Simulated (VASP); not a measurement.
Given:

```
CELL_PARAMETERS angstrom
      2.33736    -4.04843     0.00000
      2.33736     4.04843     0.00000
      0.00000     0.00000     7.57286
ATOMIC_POSITIONS crystal
  Pb 0.00000 0.00000 0.00000
  I  0.33333 0.66667 0.24574
  I  0.66667 0.33333 0.75426
```

The numbers are results of PBE GGA, VASP's PBE PAW potentials (set 64) (plane waves; VASP), not measurements. Settings: 520 eV cut-off, 5×5×3 Γ-centred mesh, Gaussian smearing of 0.050 eV, potentials Pb_d I.

Without a dispersion term in the relaxation, distances and binding between the weakly bound layers, chains or molecules are unreliable, and so is what depends on them.

Q: Estimate the energy per atom (σ→0).

A: 
| Item | Value |
|---|---|
| energy per atom (σ→0) | -2.873 eV/atom |

Only differences to runs with the same potentials and settings are physical.

The compound is PbI2 in the 1T layered structure. It was relaxed first, which changed the volume by +14 %.
